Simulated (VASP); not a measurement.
Mg₂ZnO₃ (space group P-3m1): the band gap from VASP (plane waves, PAW) at several levels of theory. Gaps are without spin-orbit coupling. Each level names its cell: its own relaxed one, PBE's, or the starting one. A gap is the smallest over the k-mesh and a band path; hybrids may have named points in place of the path, and GW has the mesh alone. mBJ is a potential without an energy functional, so only the levels count.

| level | band gap (eV) |
|---|---|
| PBEsol (own cell) | 3.04 |
| r2SCAN (own cell) | 3.89 |
| mBJ (TB09) (PBE cell) | 4.80 |
| HSE06 (PBE cell) | 4.64 |

The cell of the PBEsol (own cell) run:

```yaml
crystal:
  lattice:
    - [2.99656, 0.00000, 0.00000]
    - [-1.49828, 2.59510, 0.00000]
    - [0.00000, 0.00000, 7.30974]
  atoms:
    - { symbol: Mg, position: [0.33333, 0.66667, 0.66599] }
    - { symbol: Mg, position: [0.66667, 0.33333, 0.33401] }
    - { symbol: Zn, position: [0.00000, 0.00000, 0.00000] }
    - { symbol: O, position: [0.33333, 0.66667, 0.17205] }
    - { symbol: O, position: [0.66667, 0.33333, 0.82795] }
    - { symbol: O, position: [0.00000, 0.00000, 0.50000] }
```

Only levels that ran to the end are used. Left out are those held back, those with too coarse a band path, GW runs whose mesh misses a band edge, hybrids' fits of cells that aren't cubic and levels without matching references; a question may draw on a part of the rest.

The structure comes from a computed database's Mg2ZnO3 entry (P-3m1); how it stands against other phases isn't given here.
